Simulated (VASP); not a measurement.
# Absorption of MgO from time-dependent hybrids, part 2 of 3

Which functionals bind an exciton in MgO? The cell is of the rock-salt type, one of the forms listed for this formula. The start is a computed cell from the Materials Project.

VASP 6.6.1, plane waves and PAW; the level of theory is named at each step.

So far, lowest excitation (eV): step 4 (casida equation on LDA) 4.81.

### Step 5. Orbitals for ground state at HSE06

This step: LDA; plane waves and PAW (Mg, O) (VASP 6.6.1).

A hybrid converges faster from good orbitals, so a cheap LDA run writes WAVECAR first.

File INCAR:

```
SYSTEM = MgO
PREC = Accurate
ENCUT = 420
EDIFF = 1E-05
NELM = 100
ISMEAR = 0
SIGMA = 0.01
LREAL = .FALSE.
ALGO = Normal
GGA = CA
NBANDS = 10
LORBIT = 11
LWAVE = .TRUE.
LCHARG = .FALSE.
KPAR = 4
```

File POSCAR:

```
MgO
1.0
    0.0000000000      2.0970013927      2.0970013927
    2.0970013927      0.0000000000      2.0970013927
    2.0970013927      2.0970013927      0.0000000000
Mg O
1 1
Direct
    0.0000000000      0.0000000000      0.0000000000
    0.5000000000      0.5000000000      0.5000000000
```

File KPOINTS:

```
Automatic mesh
0
Gamma
6 6 6
0 0 0
```

PAW data sets: Mg and O (PBE family, release 64).

The run is started by

```console
mpirun -np 4 vasp_std
```

Output:

```text
[banner, memory and clock lines left out]
running    4 mpi-ranks, on    1 nodes
 distrk:  each k-point on    1 cores,    4 groups
 distr:  one band on    1 cores,    1 groups

 POSCAR found type information on POSCAR MgO
 POSCAR found :  2 types and       2 ions
 [... a notice as in an earlier step ...]

 LDA part: xc-table for (Slater(with rela. corr.)+CA(PZ))
 , standard interpolation
 POSCAR, INCAR and KPOINTS ok, starting setup
 FFT: planning ... GRIDC
 FFT: planning ... GRID_SOFT
 FFT: planning ... GRID
 WAVECAR not read
 entering main loop
       N       E                     dE             d eps       ncg     rms          rms(c)
[... 8 cycles as in an earlier step ...]
DAV:   9    -0.133213977280E+02    0.12917E-03   -0.11470E-04   362   0.887E-02    0.130E-01
[... 1 cycle as in an earlier step ...]
DAV:  11    -0.133212815819E+02    0.41253E-06   -0.39571E-06   172   0.116E-02
   1 F= -.13321282E+02 E0= -.13321282E+02  d E =-.145232-103
 writing wavefunctions
```

The job ended after 1.2 s (4 MPI ranks of AMD EPYC 7R43, shared host; peak memory 0.36 GiB).

OUTCAR, selected parts (step 5):

```text
   NELECT =       8.0000    total number of electrons

 E-fermi :   3.0670

 k-point     1 :       0.0000    0.0000    0.0000
  band No.  band energies     occupation
      1     -14.1462      2.00000
      2       2.9154      2.00000
      3       2.9154      2.00000
      4       2.9154      2.00000
      5       7.7213      0.00000
      6      18.5240      0.00000
      7      18.5240      0.00000
      8      18.5240      0.00000
      9      22.5684      0.00000
    ...

  Total       -0.8549773     -0.8549773     -0.8549773      0.0000000      0.0000000     -0.0000000
  in kB      -74.2743755    -74.2743755    -74.2743755      0.0000000      0.0000000     -0.0000000
  external PRESSURE =     -74.2743755 kB  Pullay stress =       0.0000000 kB

 POSITION                                       TOTAL-FORCE (eV/Angst)
 -----------------------------------------------------------------------------------
      0.00000      0.00000      0.00000        -0.000000     -0.000000     -0.000000
      2.09700      2.09700      2.09700         0.000000      0.000000      0.000000
 -----------------------------------------------------------------------------------
    total drift:                                0.000000      0.000000      0.000000

  FREE ENERGIE OF THE ION-ELECTRON SYSTEM (eV)
  ---------------------------------------------------
  free  energy   TOTEN  =       -13.3212815819 eV

  energy  without entropy=      -13.3212815819  energy(sigma->0) =      -13.32128158

[... 8 parts as in an earlier step ...]

[... 9 further parts left out ...]
```

This step gave:

* pressure: -7.427 GPa

The run ends at a pressure of -7.43 GPa.

### Step 6. Ground state at HSE06

This step: HSE06; plane waves and PAW (Mg, O) (VASP 6.6.1).

The orbitals come from a self-consistent HSE06 run. A small SIGMA keeps every occupation at zero or full.

File INCAR:

```
SYSTEM = MgO
PREC = Accurate
ENCUT = 420
EDIFF = 1E-08
NELM = 100
ISMEAR = 0
SIGMA = 0.01
LREAL = .FALSE.
ALGO = Normal
LHFCALC = .TRUE.
AEXX = 0.25
GGA = PE
HFSCREEN = 0.2
LASPH = .TRUE.
NBANDS = 10
PRECFOCK = Fast
LORBIT = 11
LWAVE = .TRUE.
LCHARG = .FALSE.
KPAR = 4
```

POSCAR is that of step 5.

KPOINTS is that of step 5.

The WAVECAR or CHGCAR of an earlier step is read.

The run is started by

```console
mpirun -np 4 vasp_std
```

Output:

```text
[banner, memory and clock lines left out]
running    4 mpi-ranks, on    1 nodes
 distrk:  each k-point on    1 cores,    4 groups
 distr:  one band on    1 cores,    1 groups

 POSCAR found type information on POSCAR MgO
 POSCAR found :  2 types and       2 ions
 LDA part: xc-table for (Slater+PW92), standard interpolation
 found WAVECAR, reading the header
 POSCAR, INCAR and KPOINTS ok, starting setup
 FFT: planning ... GRIDC
 FFT: planning ... GRID_SOFT
 FFT: planning ... GRID
 reading WAVECAR
 the WAVECAR file was read successfully
 initial charge from wavefunction
 entering main loop
       N       E                     dE             d eps       ncg     rms          rms(c)
DAV:   1    -0.142619851616E+02   -0.14262E+02   -0.89501E-01   320   0.633E+00    0.721E-01
DAV:   2    -0.142508814024E+02    0.11104E-01   -0.29582E-02   332   0.148E+00    0.316E-01
DAV:   3    -0.142496271451E+02    0.12543E-02   -0.13935E-02   326   0.710E-01    0.220E-01
DAV:   4    -0.142494615437E+02    0.16560E-03   -0.21522E-04   332   0.111E-01    0.138E-01
DAV:   5    -0.142492695200E+02    0.19202E-03   -0.19935E-04   320   0.128E-01    0.686E-02
DAV:   6    -0.142492249794E+02    0.44541E-04   -0.30383E-05   322   0.572E-02    0.373E-02
DAV:   7    -0.142492071475E+02    0.17832E-04   -0.57168E-06   324   0.223E-02    0.223E-02
DAV:   8    -0.142492011963E+02    0.59513E-05   -0.29807E-06   334   0.147E-02    0.136E-02
DAV:   9    -0.142491993950E+02    0.18013E-05   -0.70565E-07   324   0.911E-03    0.817E-03
DAV:  10    -0.142491988683E+02    0.52664E-06   -0.23671E-07   328   0.589E-03    0.477E-03
DAV:  11    -0.142491986339E+02    0.23445E-06   -0.83766E-08   324   0.343E-03    0.281E-03
DAV:  12    -0.142491985771E+02    0.56737E-07   -0.31202E-08   334   0.201E-03    0.168E-03
DAV:  13    -0.142491985945E+02   -0.17329E-07   -0.11668E-08   326   0.121E-03    0.101E-03
DAV:  14    -0.142491985909E+02    0.35435E-08   -0.41731E-09   166   0.744E-04
   1 F= -.14249199E+02 E0= -.14249199E+02  d E =-.202887E-60
 writing wavefunctions
```

The job ended after 48 s (4 MPI ranks; peak memory 0.72 GiB).

OUTCAR, selected parts (step 6):

```text
   k-points           NKPTS =     16   k-points in BZ     NKDIM =    216   number of bands    NBANDS=     10

   NELECT =       8.0000    total number of electrons

  exchange ACFDT corr.  =         0.00000000  see jH, gK, PRB 81, 115126

 E-fermi :   2.1296

 k-point     1 :       0.0000    0.0000    0.0000
  band No.  band energies     occupation
      1     -16.8741      2.00000
      2       2.0154      2.00000
      3       2.0154      2.00000
      4       2.0156      2.00000
      5       8.6204      0.00000
      6      19.8812      0.00000
      7      19.8812      0.00000
      8      19.8812      0.00000
      9      23.8451      0.00000
    ...

 POSITION                                       TOTAL-FORCE (eV/Angst)
 -----------------------------------------------------------------------------------
      0.00000      0.00000      0.00000        -0.000000      0.000000     -0.000000
      2.09700      2.09700      2.09700         0.000000     -0.000000      0.000000
 -----------------------------------------------------------------------------------
    total drift:                                0.000106      0.000136      0.000136

  FREE ENERGIE OF THE ION-ELECTRON SYSTEM (eV)
  ---------------------------------------------------
  free  energy   TOTEN  =       -14.2491985909 eV

  energy  without entropy=      -14.2491985909  energy(sigma->0) =      -14.24919859

[... 7 parts as in an earlier step ...]

[... 9 further parts left out ...]
```

The PAW data sets were made with PBE, which is usual practice but a small mismatch for other functionals.

Numbers from this step:

```
free energy (TOTEN)            : -14.25 eV
Fermi energy                   : 2.130 eV
gap on the k-mesh              : 6.605 eV
least direct gap on the k-mesh : 6.605 eV
```

### Step 7. Empty bands, functional HSE06

ALGO = Exact diagonalises the converged Hamiltonian in one step, and LOPTICS writes the k-derivatives of the orbitals (WAVEDER), which give the transition dipoles.

File INCAR:

```
SYSTEM = MgO
PREC = Accurate
ENCUT = 420
ISMEAR = 0
SIGMA = 0.01
LREAL = .FALSE.
LHFCALC = .TRUE.
AEXX = 0.25
GGA = PE
HFSCREEN = 0.2
LASPH = .TRUE.
NBANDS = 20
PRECFOCK = Fast
ALGO = Exact
NELM = 1
LWAVE = .TRUE.
LCHARG = .FALSE.
LOPTICS = .TRUE.
NEDOS = 1000
CSHIFT = 0.1
```

POSCAR is that of step 6.

KPOINTS is that of step 6.

The WAVECAR or CHGCAR of an earlier step is read.

The run is started by

```console
mpirun -np 4 vasp_std
```

Output:

```text
[banner, memory and clock lines left out]
running    4 mpi-ranks, on    1 nodes
[...]
LDA part: xc-table for (Slater+PW92), standard interpolation
 found WAVECAR, reading the header
  number of bands has changed, file:    10 present:    20
  trying to continue reading WAVECAR, but it might fail
 POSCAR, INCAR and KPOINTS ok, starting setup
[...]
reading WAVECAR
 random initialization beyond band           10
 the WAVECAR file was read successfully
 initial charge from wavefunction
 entering main loop
       N       E                     dE             d eps       ncg     rms          rms(c)
DIA:   1    -0.142491986029E+02   -0.14249E+02    0.00000E+00     0   0.000E+00
   1 F= -.14249199E+02 E0= -.14249199E+02  d E =-.186731E-29
 writing wavefunctions
 optical routines
 imaginary and real dielectric function
 recalculating local potential from charge density
 direction            1
 direction            2
 direction            3
```

The job ended after 2 min (4 MPI ranks; peak memory 0.79 GiB).

Parts of OUTCAR (step 7):

```text
 POSITION                                       TOTAL-FORCE (eV/Angst)
 -----------------------------------------------------------------------------------
      0.00000      0.00000      0.00000        -0.000000      0.000000     -0.000000
      2.09700      2.09700      2.09700         0.000000     -0.000000      0.000000
 -----------------------------------------------------------------------------------
    total drift:                                0.000173      0.000222      0.000222

  FREE ENERGIE OF THE ION-ELECTRON SYSTEM (eV)
  ---------------------------------------------------
  free  energy   TOTEN  =       -14.2491986029 eV

  energy  without entropy=      -14.2491986029  energy(sigma->0) =      -14.24919860

[... 2 parts as in an earlier step ...]

[... 1 further part left out ...]
[key lines of the parts left out:]
E-fermi :   2.0924
```

### Step 8. Casida equation on HSE06

This step: time-dependent HSE06, Casida form; plane waves and PAW (Mg, O) (VASP 6.6.1).

The Casida equation, in the Tamm-Dancoff approximation (ANTIRES = 0), couples the pairs by a local exchange-correlation kernel and by exact exchange, which attracts electron and hole.

File INCAR:

```
SYSTEM = MgO
PREC = Accurate
ENCUT = 420
ISMEAR = 0
SIGMA = 0.01
LREAL = .FALSE.
LHFCALC = .TRUE.
AEXX = 0.25
GGA = PE
HFSCREEN = 0.2
LASPH = .TRUE.
NBANDS = 20
PRECFOCK = Fast
ALGO = TDHF
NBANDSO = 4
NBANDSV = 4
OMEGAMAX = 25
NEDOS = 1000
CSHIFT = 0.1
LWAVE = .FALSE.
LCHARG = .FALSE.
ANTIRES = 0
LFXC = .TRUE.
LADDER = .TRUE.
```

POSCAR is that of step 7.

KPOINTS is that of step 7.

The run starts from files that an earlier step left in the folder.

The run is started by

```console
mpirun -np 4 vasp_std
```

Output:

```text
[banner, memory and clock lines left out]
 POSCAR found type information on POSCAR MgO
 POSCAR found :  2 types and       2 ions
|                                                                             |
|           W    W    AA    RRRRR   N    N  II  N    N   GGGG   !!!           |
|           W    W   A  A   R    R  NN   N  II  NN   N  G    G  !!!           |
|           W    W  A    A  R    R  N N  N  II  N N  N  G       !!!           |
|           W WW W  AAAAAA  RRRRR   N  N N  II  N  N N  G  GGG   !            |
|           WW  WW  A    A  R   R   N   NN  II  N   NN  G    G                |
|           W    W  A    A  R    R  N    N  II  N    N   GGGG   !!!           |
|                                                                             |
|     The default for ENCUTGWSOFT is different in this version of VASP.       |
|     please manually set ENCUTGWSOFT =280 in the INCAR file.                 |
|                                                                             |

 LDA part: xc-table for (Slater+PW92), standard interpolation
 found WAVECAR, reading the header
 POSCAR, INCAR and KPOINTS ok, starting setup
 FFT: planning ... GRIDC
 FFT: planning ... GRID_SOFT
 FFT: planning ... GRID
 reading WAVECAR
 the WAVECAR file was read successfully
 initial charge from wavefunction
 available memory per node:    192.09 GB, setting MAXMEM to    196695

 The Fermi energy was updated, please check that it is located mid-gap
 values below the HOMO (VB) or above the LUMO (CB) will cause erroneous energies
 E-fermi :   5.3181

 the WAVEDER file was read successfully
 responsefunction array rank=     204
 LDA part: xc-table for (Slater+PW92), standard interpolation

 Doing            0  frequencies on each core in blocks of            0
 parallelization over k-points
 Using distributed matrix
 Using distributed eigensolver
 allocating two-electron 4 orbital integral table    4    4    4    4
 BSE setting up matrix
 available memory per node:    191.98 GB, setting MAXMEM to    196586
 Calculate matrix elements of the BSE Hamiltonian:
 Workload is divided into blocks of two-electron 4 orbital integrals computed in
  parallel.
 Each block/integral has dimensions  of (   4,   4,   4,   4) orbitals
 Total number of blocks/integrals:                23436
 Number of spins:                                     1
 Number of kpoints:                                 216
 Spin channel:                                        1
  Number of blocks of unoccupied bands:               1
  Number of blocks of occupied bands:                 1
 Number of rows/columns of blocks:                  216

                                                        Time (sec)
               Integrals                 Ranks       Real         CPU
  [         1 -        864/     23436]     4         0.69        0.00
  [       865 -       1728/     23436]     4         1.36        0.00
  [      1729 -       2592/     23436]     4         2.04        0.00
  [      2593 -       3456/     23436]     4         2.73        0.00
  [      3457 -       4320/     23436]     4         3.39        0.00
  [      4321 -       5184/     23436]     4         4.06        0.00
  [      5185 -       6048/     23436]     4         4.74        0.00
  [      6049 -       6912/     23436]     4         5.42        0.00
  [      6913 -       7776/     23436]     4         6.09        0.00
  [      7777 -       8640/     23436]     4         6.76        0.00
  [      8641 -       9504/     23436]     4         7.45        0.00
  [      9505 -      10368/     23436]     4         8.14        0.00
  [     10369 -      11232/     23436]     4         8.82        0.00
  [     11233 -      12096/     23436]     4         9.51        0.00
  [     12097 -      12960/     23436]     4        10.20        0.00
  [     12961 -      13824/     23436]     4        10.88        0.00
  [     13825 -      14688/     23436]     4        11.54        0.00
  [     14689 -      15552/     23436]     4        12.21        0.00
  [     15553 -      16416/     23436]     4        12.87        0.00
  [     16417 -      17280/     23436]     4        13.54        0.00
  [     17281 -      18144/     23436]     4        14.21        0.00
  [     18145 -      19008/     23436]     4        14.89        0.00
  [     19009 -      19872/     23436]     4        15.56        0.00
  [     19873 -      20736/     23436]     4        16.23        0.00
  [     20737 -      21600/     23436]     4        16.90        0.00
  [     21601 -      22464/     23436]     4        17.57        0.00
  [     22465 -      23328/     23436]     4        18.24        0.00
  [     23329 -      23436/     23436]     4        18.41        0.00

[... 3 parts as in an earlier step ...]
```

Elapsed: 27 s, on 4 MPI ranks; peak memory 1.1 GiB.

From OUTCAR (step 8):

```text
   NELECT =       8.0000    total number of electrons

 E-fermi :   5.3181

[... 8 parts as in an earlier step ...]

[... 2 further parts left out ...]
```

Numbers from this step:

```yaml
lowest_excitation: 6.528 eV
direct_gap_less_the_lowest_excitation: 0.07680 eV
```

The imaginary dielectric function, xx has structure finer than the step of the table below, so its rows give means over 1 eV, whole bins alone (the curve runs from 0 to 25 eV). Peaks (eV: height): 8.1: 7.34, 9.9: 9.46, 11.0: 6.33, 11.6: 6.56, 12.3: 4.62, 12.8: 7.71, 17.3: 4.74.

From 4 filled and 4 empty bands alone, without any pair above OMEGAMAX = 25 eV, so strength is missing wherever others contribute; lines are broadened by CSHIFT, which also makes the tail under the first line. Imaginary dielectric function, xx against photon energy; means over each step:

photon energy (eV), imaginary dielectric function, xx and a bar:
```
        1       0.00 
        2       0.01 
        3       0.01 
        4       0.02 
        5       0.03 
        6       0.29 ##
        7       0.48 ####
        8       2.17 #################
        9       1.20 #########
       10       3.84 ##############################
       11       3.13 ########################
       12       3.40 ###########################
       13       3.37 ##########################
       14       2.28 ##################
       15       1.99 ################
       16       1.85 ##############
       17       3.02 ########################
       18       2.35 ##################
       19       1.67 #############
       20       1.53 ############
       21       0.78 ######
       22       0.16 #
       23       0.26 ##
       24       0.07 #
```

Some of the lowest 40 states alone, with states under 2.5 meV apart joined, scaled to the strongest line shown. Exciton lines, with heights relative to the strongest:

```csv
position (eV),lines merged,oscillator strength
6.528,3,27
8.077,3,100
8.179,3,0.0
8.183,2,0.0
8.223,3,0.0
8.230,5,0.0
8.903,3,37
8.938,3,0.0
8.943,3,0.0
8.967,3,0.0
9.563,3,11
9.575,1,0.0
9.594,3,0.0
9.615,1,0.0
```

The lowest excitation lies at 6.528 eV, -77 meV against the direct gap of these orbitals. No second mesh in this session tests these energies, peaks and heights, and most of the distance from the gap can be the mesh's own exchange term.

(Part 2 of 3 ends here.)

[Lines on the potential files, build, host, timing and source positions are cut from VASP's logs without a mark.]

[Logs are printed without paths, hosts, clocks, repeated set-up lines and the standing remarks that a program may print on its own settings, such as how far it seeks lower states.]

[Hosts, paths, dates, database ids (printed as entryN), source tags and the programs' standing remarks are cut or masked in the printed files.]

[Pressures printed for these runs are not shown converged in the cutoff: they can be off by several GPa and have the wrong sign.]
